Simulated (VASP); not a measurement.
Here is the system:

```cif
data_Ag4Sb4
_chemical_formula_sum 'Sb4 Ag4'
_space_group_name_H-M_alt 'Fm-3m'
_space_group_IT_number 225
_space_group_name_Hall '-F 4 2 3'
_cell_length_a 5.73272
_cell_length_b 5.73272
_cell_length_c 5.73272
_cell_angle_alpha 90.000
_cell_angle_beta 90.000
_cell_angle_gamma 90.000
loop_
_atom_site_label
_atom_site_type_symbol
_atom_site_symmetry_multiplicity
_atom_site_Wyckoff_symbol
_atom_site_fract_x
_atom_site_fract_y
_atom_site_fract_z
_atom_site_occupancy
Sb1 Sb 4 a 0.00000 0.00000 0.00000 1
Ag1 Ag 4 b 0.50000 0.50000 0.50000 1
```
(The calculation used a cell of 2 atoms; values per cell refer to that cell.)

Method: r2SCAN meta-GGA, VASP's PBE PAW potentials (set 64) (plane waves; VASP 6.6.1). Numerical set-up: 480 eV cut-off, 10×10×10 Γ-centred mesh, first-order Methfessel-Paxton smearing of 0.10 eV, potentials Sb Ag.

Each relaxation starts from this cell; other phases were not tried.

Task: The cell is relaxed at 2 GPa. What happens?

Result: The volume per atom goes from 23.55 to 23.01 Å³ (-2.3 %), and the cell becomes a = b = c = 5.6888 Å, α = β = γ = 90.00°, space group Fm-3m.

Task: The cell is relaxed at 10 GPa. What happens?

Result: The volume per atom goes from 23.55 to 21.25 Å³ (-9.8 %), and the cell becomes a = b = c = 5.5396 Å, α = β = γ = 90.00°, space group Fm-3m.

Failed runs are left out, and for metals the shear rows, which the mesh's noise covers.

The structure was generated: AgSb was put into the rocksalt type (Fm-3m), which need not be its known phase.
